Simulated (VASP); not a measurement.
Consider the following.

```
CELL_PARAMETERS angstrom
      1.46422    -2.53611     0.00000
      1.46422     2.53611     0.00000
      0.00000     0.00000     4.64226
ATOMIC_POSITIONS crystal
  Ti 0.33333 0.66667 0.25000
  Ti 0.66667 0.33333 0.75000
```

The numbers are results of PBE GGA with spin-orbit coupling, VASP's PBE PAW potentials (set 64) (plane waves; VASP 6.6.1), not measurements. Numerical set-up: 400 eV cut-off, 13×13×7 Γ-centred mesh, Gaussian smearing of 0.050 eV, potentials Ti_sv.

### Question
Estimate the energy per atom (σ→0), band gap (over mesh and band path) with the smallest direct gap where there is one.

### Answer

```yaml
band gap (over mesh and band path): none (metal, semimetal or under 0.01 eV)
energy per atom (σ→0): -755.7 kJ/mol of atoms
```

The absolute energy has meaning only against runs of the same code, potentials and settings.

The compound is Ti in the hcp structure. It was relaxed first.
